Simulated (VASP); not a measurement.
Input for VASP

### POSCAR
```
CrO3
1
    3.1351102850     0.0000000000     0.0000000000
    0.0000000000     3.0979103678     2.7062671140
    0.0000000000    -3.0979103678     2.7062671140
Cr O
1 3
Direct
  0.0000000000   0.8608322370   0.8608322370
  0.5000000000   0.0043570880   0.0043570880
  0.0000000000   0.4813596689   0.8877310062
  0.0000000000   0.8877310062   0.4813596689
```

File KPOINTS:
```
Automatic mesh
0
Gamma
8 6 6
0 0 0
```

INCAR:
```
LREAL = F
NELM = 100   # most electronic steps
LMAXMIX = 4
LASPH = T   # aspherical one-centre terms
ISMEAR = -5
LCHARG = T
LWAVE = F
SYSTEM = CrO3
LORBIT = 11
LEFG = T
PREC = Accurate
NEDOS = 601   # DOS grid
ALGO = Normal   # blocked Davidson
ISIF = 2   # forces and stress, cell fixed
EDIFF = 1E-7   # SCF stop (eV)
ENCUT = 520
```

POTCAR, in this order: Cr_pv O (LDA.64 set). Program: vasp_std.

Q: Write an equivalent input for Quantum ESPRESSO's pw.x.

A: One equivalent input (not run):
```
&CONTROL
  calculation = 'scf'
  pseudo_dir = './pseudo'
  outdir = './out'
  tprnfor = .true.
  tstress = .true.
/
&SYSTEM
  ibrav = 0
  nat = 4
  ntyp = 2
  ecutwfc = 94
  occupations = 'tetrahedra'
  input_dft = 'pz'
/
&ELECTRONS
  conv_thr = 7.3e-09
  electron_maxstep = 100
/
ATOMIC_SPECIES
  Cr 51.996 Cr.upf
  O 15.999 O.upf
CELL_PARAMETERS angstrom
     3.1351103    0.0000000    0.0000000
     0.0000000    3.0979104    2.7062671
     0.0000000   -3.0979104    2.7062671
ATOMIC_POSITIONS crystal
  Cr   0.0000000  0.8608322  0.8608322
  O    0.5000000  0.0043571  0.0043571
  O    0.0000000  0.4813597  0.8877310
  O    0.0000000  0.8877310  0.4813597
K_POINTS automatic
  8 6 6 0 0 0
```
What does not carry over: the potentials are each code's own (VASP's PAW set, PseudoDojo norm-conserving files in pw.x), so ENCUT and ecutwfc are chosen apart and not converted; conv_thr bounds pw.x's estimated SCF error, while EDIFF bounds the energy change between steps; the field gradients of LEFG aren't asked of the other code.

The structure comes from a computed database's CrO3 entry (Amm2); how it stands against other phases isn't given here. It was relaxed first, which changed the volume by -18 %.
